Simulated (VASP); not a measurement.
Calculation: HSEsol screened hybrid, VASP's PBE PAW potentials (set 64) (plane waves; VASP 6.6.1).

VASP input:

**INCAR**
```
SYSTEM = InP
PREC = Accurate
ENCUT = 520
EDIFF = 1E-6
NELM = 60
ALGO = Normal
LREAL = .FALSE.
LASPH = .TRUE.
ISMEAR = 0
SIGMA = 0.05
GGA = PS
HFSCREEN = 0.2
AEXX = 0.25
LHFCALC = .TRUE.
PRECFOCK = Fast
ISYM = 3
LMAXMIX = 4
LWAVE = .FALSE.
LCHARG = .FALSE.
ISIF = 2
```

### POSCAR
```
InP
6.0164280
  0.0000000000   0.4999999969   0.4999999969
  0.4999999969   0.0000000000   0.4999999969
  0.4999999969   0.4999999969   0.0000000000
In P
1 1
Cart
  0.0000000000   0.0000000000   0.0000000000
  0.2499999984   0.2499999984   0.2499999984
```

### KPOINTS
```
Automatic
0
Gamma
 6 6 6
0 0 0
```

POTCAR, in this order: In_d P (PBE.64 set). Program: vasp_std. Read from the step before: WAVECAR.

Question: What will the output report for the number of irreducible k-points (NKPTS), largest plane-wave count, number of space-group operations, FFT grid (NGX, NGY, NGZ)?

Answer: 
The number of irreducible k-points (NKPTS) is 16 and the largest plane-wave count is 1484. The number of space-group operations is 24 and the FFT grid (NGX, NGY, NGZ) comes out as 32 × 32 × 32.

The compound is InP in the zinc blende structure. This cell is one point of a volume scan, at 1.03 of the reference volume. The cell's shape comes from a PBE relaxation.
